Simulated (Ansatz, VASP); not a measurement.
# Sn2C: VASP beside Ansatz, part 2 of 2

One calculation is typed for both programs; each brings its own data sets. How far apart do they land? The cell is generated by rule, not measured, and may not be a known phase. The cell is taken from a series of runs on this material, whose earlier steps may have relaxed, scaled, displaced or heated it; both programs get it as it stands.

VASP 6.6.1 and Ansatz 0.2.0.

So far: Starting point; Ansatz: zone-centre phonons, PBEsol.

## (3) VASP: zone-centre phonons, PBEsol

Level of this step: PBEsol; plane waves and PAW (C, Sn_d); invented cell (VASP).

The same cell, functional, mesh and smearing now go to VASP, with its own data sets.

Lines of VASP's logs that name or quote its potential files are left out, and so is its time.

File INCAR:

```
SYSTEM = Sn2C
PREC = Accurate
ENCUT = 600
EDIFF = 1E-08
NELM = 120
ISMEAR = 1
SIGMA = 0.2
LREAL = .FALSE.
ALGO = Normal
GGA = PS
NBANDS = 39
LORBIT = 11
LWAVE = .FALSE.
LCHARG = .FALSE.
ISIF = 2
IBRION = 8
LASPH = .TRUE.
GGA_COMPAT = .FALSE.
KPAR = 2
```

File POSCAR:

```
Sn2C
1.0
    5.0213021337      0.0000000000      0.0000000000
    0.0000000000      5.0213021337      0.0000000000
    0.0000000000      0.0000000000      5.0213021337
C Sn
2 4
Direct
    0.0000000000      0.0000000000      0.0000000000
    0.5000000000      0.5000000000      0.5000000000
    0.2500000000      0.2500000000      0.2500000000
    0.7500000000      0.7500000000      0.2500000000
    0.7500000000      0.2500000000      0.7500000000
    0.2500000000      0.7500000000      0.7500000000
```

File KPOINTS:

```
Automatic mesh
0
Gamma
8 8 8
0 0 0
```

PAW data sets: C and Sn_d (PBE family, release 64).

The run is started by

```console
$ mpirun -np 2 vasp_std
```

Numbers of over 12 decimals in the logs are rounded to 6 here.

The program printed:

```text
[banner, memory and clock lines left out]
running    2 mpi-ranks, on    1 nodes
 distrk:  each k-point on    1 cores,    2 groups
 distr:  one band on    1 cores,    1 groups

 POSCAR found type information on POSCAR C Sn
 POSCAR found :  2 types and       6 ions
|                                                                             |
|               ----> ADVICE to this user running VASP <----                  |
|                                                                             |
|     You enforced a specific xc type in the INCAR file but a different       |
|     [... a line on the potential file left out ...]
|     I HOPE YOU KNOW WHAT YOU ARE DOING!                                     |
|                                                                             |

 LDA part: xc-table for (Slater+PW92), standard interpolation
 POSCAR, INCAR and KPOINTS ok, starting setup
 FFT: planning ... GRIDC
 FFT: planning ... GRID_SOFT
 FFT: planning ... GRID
 WAVECAR not read
 entering main loop
       N       E                     dE             d eps       ncg     rms          rms(c)
DAV:   1     0.710838061741E+03    0.71084E+03   -0.34165E+04  2814   0.275E+03
DAV:   2     0.796989600961E+02   -0.63114E+03   -0.61608E+03  2730   0.687E+02
DAV:   3    -0.245363631852E+02   -0.10424E+03   -0.10046E+03  3091   0.223E+02
DAV:   4    -0.320710886891E+02   -0.75347E+01   -0.73250E+01  3223   0.588E+01
DAV:   5    -0.323871051268E+02   -0.31602E+00   -0.31568E+00  3275   0.117E+01    0.997E+00
DAV:   6    -0.291446311055E+02    0.32425E+01   -0.13709E+01  3677   0.207E+01    0.390E+00
DAV:   7    -0.291912877857E+02   -0.46657E-01   -0.21134E+00  2821   0.609E+00    0.248E+00
DAV:   8    -0.291871555751E+02    0.41322E-02   -0.63016E-01  3976   0.308E+00    0.932E-01
DAV:   9    -0.291554649381E+02    0.31691E-01   -0.10326E-01  3289   0.166E+00    0.231E-01
DAV:  10    -0.291566312475E+02   -0.11663E-02   -0.20224E-02  3072   0.660E-01    0.695E-02
DAV:  11    -0.291566738131E+02   -0.42566E-04   -0.83790E-04  3863   0.138E-01    0.362E-02
DAV:  12    -0.291566782372E+02   -0.44242E-05   -0.26255E-05  3216   0.323E-02    0.281E-02
DAV:  13    -0.291566644215E+02    0.13816E-04   -0.26399E-05  3410   0.266E-02    0.688E-03
DAV:  14    -0.291566641227E+02    0.29875E-06   -0.47307E-06  3120   0.848E-03    0.415E-03
DAV:  15    -0.291566640996E+02    0.23131E-07   -0.22526E-07  3314   0.264E-03    0.379E-03
DAV:  16    -0.291566641921E+02   -0.92490E-07   -0.17917E-07  2911   0.258E-03    0.204E-03
DAV:  17    -0.291566641222E+02    0.69868E-07   -0.23577E-07  2661   0.201E-03    0.541E-04
DAV:  18    -0.291566641334E+02   -0.11155E-07   -0.60128E-08  2514   0.117E-03    0.342E-04
DAV:  19    -0.291566641398E+02   -0.64429E-08   -0.18247E-09  1827   0.325E-04
   1 F= -.29156664E+02 E0= -.29153664E+02  d E =-.899924E-02
 Linear response reoptimize wavefunctions to high precision
DAV:   1    -0.291566641388E+02    0.10477E-08   -0.16460E-09  1757   0.304E-04
DAV:   2    -0.291566641389E+02   -0.10004E-09   -0.71177E-10  1701   0.188E-04
DAV:   3    -0.291566641389E+02   -0.10004E-10   -0.20027E-10  1701   0.116E-04
 Linear response DOF=           2
 Linear response progress:
  Degree of freedom:   1/  2
       N       E                     dE             d eps       ncg     rms          rms(c)
RMM:   1    -0.129245912928E+00   -0.12925E+00   -0.22455E-02 16665   0.164E+00
RMM:   2    -0.116310109068E+00    0.12936E-01   -0.11173E-02 12157   0.595E-01    0.109E-01
RMM:   3    -0.116626930132E+00   -0.31682E-03   -0.17780E-03 13585   0.185E-01    0.574E-02
RMM:   4    -0.116986437285E+00   -0.35951E-03   -0.35186E-04 14073   0.756E-02    0.160E-02
RMM:   5    -0.116999650594E+00   -0.13213E-04   -0.69667E-05 14058   0.261E-02    0.618E-03
RMM:   6    -0.117008696085E+00   -0.90455E-05   -0.11998E-05 15190   0.874E-03    0.144E-03
RMM:   7    -0.117006792319E+00    0.19038E-05   -0.20164E-06 15345   0.210E-03    0.563E-04
RMM:   8    -0.117007456952E+00   -0.66463E-06   -0.73367E-07 14926   0.732E-04    0.224E-04
RMM:   9    -0.117007951897E+00   -0.49495E-06   -0.26897E-07 15580   0.265E-04    0.940E-05
RMM:  10    -0.117008261052E+00   -0.30915E-06   -0.49307E-08 13910   0.136E-04    0.204E-05
RMM:  11    -0.117008231404E+00    0.29648E-07    0.64828E-08 15914   0.729E-05    0.605E-06
RMM:  12    -0.117008226994E+00    0.44102E-08   -0.20459E-08 15603   0.419E-05    0.207E-06
 first order change of Fermi-energy  -0.32597E-04
 force on displaced ion       1 direction 1 :  -7.451  -0.000   0.000
 Linear response progress:
  Degree of freedom:   2/  2
       N       E                     dE             d eps       ncg     rms          rms(c)
RMM:   1    -0.217155035952E+00   -0.21716E+00    0.80343E-01 15207   0.886E+00
RMM:   2    -0.223656903523E+00   -0.65019E-02   -0.20428E-02 20252   0.864E-01    0.101E-01
RMM:   3    -0.223786099766E+00   -0.12920E-03   -0.24879E-03 21238   0.257E-01    0.603E-02
RMM:   4    -0.223670148232E+00    0.11595E-03   -0.37226E-04 21854   0.918E-02    0.285E-02
RMM:   5    -0.223652276964E+00    0.17871E-04   -0.11817E-04 21410   0.347E-02    0.105E-02
RMM:   6    -0.223626897898E+00    0.25379E-04   -0.44735E-05 22252   0.127E-02    0.276E-03
RMM:   7    -0.223618753282E+00    0.81446E-05   -0.21308E-05 22784   0.432E-03    0.975E-04
RMM:   8    -0.223614797973E+00    0.39553E-05   -0.12563E-05 22776   0.179E-03    0.248E-04
RMM:   9    -0.223614120117E+00    0.67786E-06   -0.71128E-06 21686   0.790E-04    0.683E-05
RMM:  10    -0.223613133758E+00    0.98636E-06   -0.38360E-06 23316   0.424E-04    0.416E-05
RMM:  11    -0.223612760073E+00    0.37369E-06   -0.31857E-06 23308   0.258E-04    0.241E-05
RMM:  12    -0.223612010382E+00    0.74969E-06   -0.17816E-06 22923   0.189E-04    0.125E-05
RMM:  13    -0.223612191679E+00   -0.18130E-06   -0.15296E-06 22332   0.130E-04    0.756E-06
RMM:  14    -0.223612073407E+00    0.11827E-06   -0.98311E-07 23826   0.955E-05    0.636E-06
RMM:  15    -0.223611976327E+00    0.97080E-07   -0.78795E-07 23682   0.797E-05    0.309E-06
RMM:  16    -0.223611842227E+00    0.13410E-06   -0.42187E-07 23967   0.704E-05    0.190E-06
RMM:  17    -0.223611863775E+00   -0.21548E-07   -0.31606E-07 21931   0.608E-05    0.101E-06
RMM:  18    -0.223611843220E+00    0.20555E-07   -0.13849E-07 18088   0.550E-05    0.122E-06
RMM:  19    -0.223611855441E+00   -0.12221E-07   -0.93021E-08 20777   0.527E-05    0.237E-06
RMM:  20    -0.223611803335E+00    0.52106E-07   -0.10680E-08 22059   0.516E-05    0.339E-07
RMM:  21    -0.223611786191E+00    0.17144E-07    0.47449E-09 22341   0.494E-05    0.405E-07
RMM:  22    -0.223611775127E+00    0.11064E-07    0.44802E-08 18797   0.480E-05    0.659E-07
RMM:  23    -0.223611779430E+00   -0.43035E-08    0.52594E-08 13421   0.471E-05    0.340E-07
 first order change of Fermi-energy   0.11366E-03
 force on displaced ion       3 direction 1 :  -4.980  -6.804  -6.804
 Linear response finished
```

Parts of OUTCAR (step 3):

```text
ion  position               nearest neighbor table
   1  0.000  0.000  0.000-   3 2.17   4 2.17   5 2.17   6 2.17
   2  0.500  0.500  0.500-   3 2.17   4 2.17   5 2.17   6 2.17
   3  0.250  0.250  0.250-   1 2.17   2 2.17   4 3.55   5 3.55   6 3.55   5 3.55   6 3.55   4 3.55
                             6 3.55   6 3.55   4 3.55   5 3.55   5 3.55   4 3.55
   4  0.750  0.750  0.250-   1 2.17   2 2.17   3 3.55   5 3.55   6 3.55   5 3.55   6 3.55   3 3.55
                             5 3.55   5 3.55   3 3.55   6 3.55   6 3.55   3 3.55
   5  0.750  0.250  0.750-   1 2.17   2 2.17   3 3.55   4 3.55   6 3.55   3 3.55   4 3.55   4 3.55
                             6 3.55   4 3.55   3 3.55   6 3.55   3 3.55   6 3.55
   6  0.250  0.750  0.750-   1 2.17   2 2.17   3 3.55   4 3.55   5 3.55   3 3.55   4 3.55   3 3.55
                             5 3.55   3 3.55   4 3.55   5 3.55   4 3.55   5 3.55

  LATTYP: Found a simple cubic cell.
 ALAT       =     5.0213021337

 Subroutine GETGRP returns: Found 48 space group operations
 (whereof 24 operations were pure point group operations)

The static configuration has the point symmetry T_d .
 The point group associated with its full space group is O_h .

 Found     35 irreducible k-points:

   k-points           NKPTS =     35   k-points in BZ     NKDIM =     35   number of bands    NBANDS=     39

   dimension x,y,z NGX =    40 NGY =   40 NGZ =   40
   dimension x,y,z NGXF=    80 NGYF=   80 NGZF=   80

   ENCUT  =  600.0 eV  44.10 Ry    6.64 a.u.  10.03 10.03 10.03*2*pi/ulx,y,z

   NELECT =      64.0000    total number of electrons

 k-points in reciprocal lattice and weights: Automatic mesh
   0.00000000  0.00000000  0.00000000       0.002
   0.12500000  0.00000000  0.00000000       0.012
   0.25000000  0.00000000  0.00000000       0.012
   0.37500000  0.00000000  0.00000000       0.012
   0.50000000  0.00000000  0.00000000       0.006
   0.12500000  0.12500000  0.00000000       0.023
   0.25000000  0.12500000  0.00000000       0.047
   0.37500000  0.12500000  0.00000000       0.047
   0.50000000  0.12500000  0.00000000       0.023
[...]
0.50000000  0.50000000  0.37500000       0.012
   0.50000000  0.50000000  0.50000000       0.002

 average (electrostatic) potential at core
       1 -48.3332       2 -48.3332       3 -99.4549       4 -99.4549       5 -99.4549
       6 -99.4549

 Eigenvectors and eigenvalues of the dynamical matrix
 ----------------------------------------------------

   1 f  =   14.967312 THz    94.042396 2PiTHz  499.255797 cm-1    61.899802 meV
             X         Y         Z           dx          dy          dz
      0.000000  0.000000  0.000000    -0.390369    0.409768    0.313116
      2.510651  2.510651  2.510651    -0.390369    0.409768    0.313116
      1.255326  1.255326  1.255326    -0.075342   -0.050495   -0.053497
      3.765977  3.765977  1.255326     0.043721    0.068568   -0.046120
      3.765977  1.255326  3.765977     0.080473   -0.079871    0.102319
      1.255326  3.765977  3.765977     0.199536   -0.198934   -0.201935

   2 f  =   14.967312 THz    94.042396 2PiTHz  499.255797 cm-1    61.899802 meV
             X         Y         Z           dx          dy          dz
      0.000000  0.000000  0.000000     0.513831    0.342499    0.192385
      2.510651  2.510651  2.510651     0.513831    0.342499    0.192385
      1.255326  1.255326  1.255326    -0.183432   -0.188752   -0.193414
      3.765977  3.765977  1.255326    -0.110277   -0.115598    0.132208
      3.765977  1.255326  3.765977    -0.053196    0.079788   -0.063178
      1.255326  3.765977  3.765977     0.019959    0.006633    0.001972

   3 f  =   14.967312 THz    94.042396 2PiTHz  499.255797 cm-1    61.899802 meV
             X         Y         Z           dx          dy          dz
      0.000000  0.000000  0.000000     0.043923   -0.364862    0.532247
      2.510651  2.510651  2.510651     0.043923   -0.364862    0.532247
      1.255326  1.255326  1.255326    -0.038811   -0.051505   -0.023647
      3.765977  3.765977  1.255326     0.163577    0.150883   -0.145685
      3.765977  1.255326  3.765977    -0.177551    0.167585   -0.162387
      1.255326  3.765977  3.765977     0.024837   -0.034803   -0.006945

   4 f  =   10.757860 THz    67.593626 2PiTHz  358.843573 cm-1    44.490913 meV
             X         Y         Z           dx          dy          dz
      0.000000  0.000000  0.000000     0.334285    0.545651    0.300862
      2.510651  2.510651  2.510651    -0.334285   -0.545651   -0.300862
      1.255326  1.255326  1.255326     0.000000    0.000000    0.000000
      3.765977  3.765977  1.255326    -0.000000    0.000000    0.000000
      3.765977  1.255326  3.765977    -0.000000    0.000000   -0.000000
      1.255326  3.765977  3.765977     0.000000    0.000000    0.000000

   5 f  =   10.757860 THz    67.593626 2PiTHz  358.843573 cm-1    44.490913 meV
             X         Y         Z           dx          dy          dz
      0.000000  0.000000  0.000000    -0.599777    0.374316   -0.012462
      2.510651  2.510651  2.510651     0.599777   -0.374316    0.012462
      1.255326  1.255326  1.255326    -0.000000    0.000000    0.000000
      3.765977  3.765977  1.255326    -0.000000    0.000000   -0.000000
      3.765977  1.255326  3.765977    -0.000000    0.000000   -0.000000
      1.255326  3.765977  3.765977    -0.000000   -0.000000   -0.000000

   6 f  =   10.757860 THz    67.593626 2PiTHz  358.843573 cm-1    44.490913 meV
             X         Y         Z           dx          dy          dz
      0.000000  0.000000  0.000000    -0.168881   -0.249304    0.639786
      2.510651  2.510651  2.510651     0.168881    0.249304   -0.639786
      1.255326  1.255326  1.255326    -0.000000   -0.000000    0.000000
      3.765977  3.765977  1.255326    -0.000000    0.000000   -0.000000
      3.765977  1.255326  3.765977     0.000000    0.000000    0.000000
      1.255326  3.765977  3.765977    -0.000000   -0.000000    0.000000

   7 f  =    6.586672 THz    41.385279 2PiTHz  219.707720 cm-1    27.240273 meV
             X         Y         Z           dx          dy          dz
      0.000000  0.000000  0.000000     0.000000    0.000000   -0.000000
      2.510651  2.510651  2.510651     0.000000   -0.000000   -0.000000
      1.255326  1.255326  1.255326    -0.288675   -0.288675   -0.288675
      3.765977  3.765977  1.255326     0.288675    0.288675   -0.288675
      3.765977  1.255326  3.765977     0.288675   -0.288675    0.288675
      1.255326  3.765977  3.765977    -0.288675    0.288675    0.288675

   8 f  =    0.643366 THz     4.042386 2PiTHz   21.460369 cm-1     2.660745 meV
             X         Y         Z           dx          dy          dz
      0.000000  0.000000  0.000000    -0.164314    0.159313   -0.076037
      2.510651  2.510651  2.510651    -0.164314    0.159313   -0.076037
      1.255326  1.255326  1.255326     0.137837   -0.353014    0.003946
      3.765977  3.765977  1.255326     0.346852   -0.143998    0.017692
      3.765977  1.255326  3.765977    -0.300095    0.307679   -0.433986
      1.255326  3.765977  3.765977    -0.091079    0.098664    0.455623

   9 f  =    0.643366 THz     4.042386 2PiTHz   21.460369 cm-1     2.660745 meV
             X         Y         Z           dx          dy          dz
      0.000000  0.000000  0.000000     0.044865   -0.062779   -0.228488
      2.510651  2.510651  2.510651     0.044865   -0.062779   -0.228488
      1.255326  1.255326  1.255326    -0.406713   -0.243446    0.007889
      3.765977  3.765977  1.255326     0.221374    0.384640    0.057131
      3.765977  1.255326  3.765977    -0.234141    0.261311    0.180461
      1.255326  3.765977  3.765977     0.393946   -0.366776   -0.115441

  10 f  =    0.643366 THz     4.042386 2PiTHz   21.460369 cm-1     2.660745 meV
             X         Y         Z           dx          dy          dz
      0.000000  0.000000  0.000000     0.170732    0.169821   -0.013135
      2.510651  2.510651  2.510651     0.170732    0.169821   -0.013135
      1.255326  1.255326  1.255326     0.191063    0.192444    0.469938
      3.765977  3.765977  1.255326     0.227171    0.228551   -0.466200
      3.765977  1.255326  3.765977    -0.275755   -0.240769    0.003120
      1.255326  3.765977  3.765977    -0.239647   -0.276876    0.000618

  11 f/i=    0.005105 THz     0.032077 2PiTHz    0.170293 cm-1     0.021114 meV
             X         Y         Z           dx          dy          dz
      0.000000  0.000000  0.000000     0.010136    0.152770   -0.007582
      2.510651  2.510651  2.510651     0.010136    0.152770   -0.007582
      1.255326  1.255326  1.255326     0.029794    0.486385   -0.026923
      3.765977  3.765977  1.255326     0.029535    0.486126   -0.021357
      3.765977  1.255326  3.765977     0.035014    0.486472   -0.021703
      1.255326  3.765977  3.765977     0.034755    0.486731   -0.026577

  12 f/i=    0.005105 THz     0.032077 2PiTHz    0.170293 cm-1     0.021114 meV
             X         Y         Z           dx          dy          dz
      0.000000  0.000000  0.000000    -0.002546   -0.007429   -0.153093
      2.510651  2.510651  2.510651    -0.002546   -0.007429   -0.153093
      1.255326  1.255326  1.255326    -0.005363   -0.020994   -0.487284
      3.765977  3.765977  1.255326    -0.010594   -0.026225   -0.487625
      3.765977  1.255326  3.765977    -0.005617   -0.026312   -0.487538
      1.255326  3.765977  3.765977    -0.010848   -0.021081   -0.487371

  13 f/i=    0.005105 THz     0.032077 2PiTHz    0.170293 cm-1     0.021114 meV
             X         Y         Z           dx          dy          dz
      0.000000  0.000000  0.000000     0.152937   -0.010249   -0.002046
      2.510651  2.510651  2.510651     0.152937   -0.010249   -0.002046
      1.255326  1.255326  1.255326     0.487169   -0.035211   -0.008951
      3.765977  3.765977  1.255326     0.487100   -0.035281   -0.004076
      3.765977  1.255326  3.765977     0.486819   -0.030055   -0.009302
      1.255326  3.765977  3.765977     0.486749   -0.029985   -0.003725
    [... 43 further lines ...]
      3.765977  1.255326  3.765977     0.301899   -0.182491   -0.484390
      1.255326  3.765977  3.765977     0.138178   -0.346213    0.484390

 ELASTIC MODULI CONTR FROM IONIC RELAXATION (kBar)
 Direction    XX          YY          ZZ          XY          YZ          ZX
 --------------------------------------------------------------------------------
 XX          -0.0000     -0.0000     -0.0000      0.0000     -0.0000     -0.0000
 YY          -0.0000     -0.0000     -0.0000      0.0000      0.0000      0.0000
 ZZ          -0.0000     -0.0000     -0.0000      0.0000      0.0000     -0.0000
 XY           0.0000      0.0000      0.0000   -130.1348      0.0000     -0.0000
 YZ           0.0000      0.0000      0.0000      0.0000   -130.1348     -0.0000
 ZX          -0.0000     -0.0000     -0.0000     -0.0000     -0.0000   -130.1348
 --------------------------------------------------------------------------------
```

## (4) Side by side

Known differences besides the potentials themselves: the cutoff is 420 eV in Ansatz and 600 eV in VASP; Ansatz makes its cores anew for this functional, VASP keeps those of its PBE data sets. Total energies have different zeros and are not compared.

The two programs side by side:

```tsv
quantity	Ansatz	VASP	difference
optical mode 1 to 3 (imaginary, printed as negative) (cm⁻¹)	-92.2	-91.6	-0.6
optical mode 4 to 5 (imaginary, printed as negative) (cm⁻¹)	-77.8	-69.2	-8.6
optical mode 6 to 8 (cm⁻¹)	20.7	21.5	-0.7
optical mode 9 (cm⁻¹)	219.7	219.7	+0.01 %
optical mode 10 to 12 (cm⁻¹)	361.9	358.8	+0.84 %
optical mode 13 to 15 (cm⁻¹)	501.7	499.3	+0.49 %
```

Modes are paired by rising frequency, not by their patterns, so a pair may set unlike modes beside each other; they are those without the splitting of longitudinal modes.

## (5) Summary of results

- r.m.s. difference of the optical zone-centre modes, each program's sorted by frequency (zone-centre phonons, PBEsol): 3.6 cm⁻¹
- difference in optical mode 10 to 12 (zone-centre phonons, PBEsol): +0.8 %

The r.m.s. difference of the optical zone-centre modes, each program's sorted by frequency is 3.6 cm⁻¹ (zone-centre phonons, PBEsol). Among the rows given in per cent, the largest difference of the zone-centre phonons, PBEsol pair is in optical mode 10 to 12, +0.8 %. What causes the difference of the zone-centre phonons, PBEsol pair stays open here. How closely two codes agree says nothing of how well the functional describes the real material.

[Lines on the potential files, build, host, timing and source positions are cut from VASP's logs without a mark.]

[Logs are printed without paths, hosts, clocks, repeated set-up lines and the standing remarks that a program may print on its own settings, such as how far it seeks lower states.]

[Hosts, paths, dates, database ids (printed as entryN), source tags and the programs' standing remarks are cut or masked in the printed files.]
